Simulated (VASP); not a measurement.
Input:

```
CSi
1.0
    0.00000     2.17537     2.17537
    2.17537     0.00000     2.17537
    2.17537     2.17537     0.00000
Si C
1 1
Direct
  0.00000   0.00000   0.00000
  0.25000   0.25000   0.25000
```

All values below come from PBE GGA with D4 dispersion, VASP's PBE PAW potentials (set 64) (plane waves; VASP). Settings: 520 eV cut-off, 12×12×12 Γ-centred mesh, tetrahedra with Blöchl corrections, potentials Si C.

Problem. Estimate the energy per atom (σ→0), band gap (on the k-mesh) with the smallest direct gap where there is one.

Solution. 
| Quantity | Value |
|---|---|
| band gap (on the k-mesh) | 1.35 eV |
| smallest direct gap (on the k-mesh) | 4.55 eV |
| energy per atom (σ→0) | -7.858 eV/atom |

Total energies compare only between runs with the same potentials, cut-off and functional.

The compound is SiC in the zinc blende structure. It was relaxed first.
